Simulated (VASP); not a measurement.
Energy against volume of WC (wc). All values below come from AM05 GGA, VASP's PBE PAW potentials (set 64) (plane waves; VASP). Settings: 520 eV cut-off, 14×14×13 Γ-centred mesh, first-order Methfessel-Paxton smearing of 0.10 eV, potentials W_sv C.

Shape and ions are relaxed at each volume.

| V (Å³/atom) | E (eV/atom) |
|---|---|
| 9.946 | -11.73543 |
| 10.254 | -11.74833 |
| 10.561 | -11.73743 |
| 10.869 | -11.70621 |

Question: Fit these four points and predict the energy of the run at 9.638 Å³/atom.

Answer: A cubic in V^(−2/3), the third-order Birch-Murnaghan form, passes through the four points with V0 = 10.26 Å³/atom and B0 = 412 GPa, and gives -11.6945 eV/atom there. The run gave -11.6947 eV/atom, -0.2 meV/atom from the fit; all five points give B0 = 411 GPa.

The compound is WC in the wc structure. It was relaxed first.
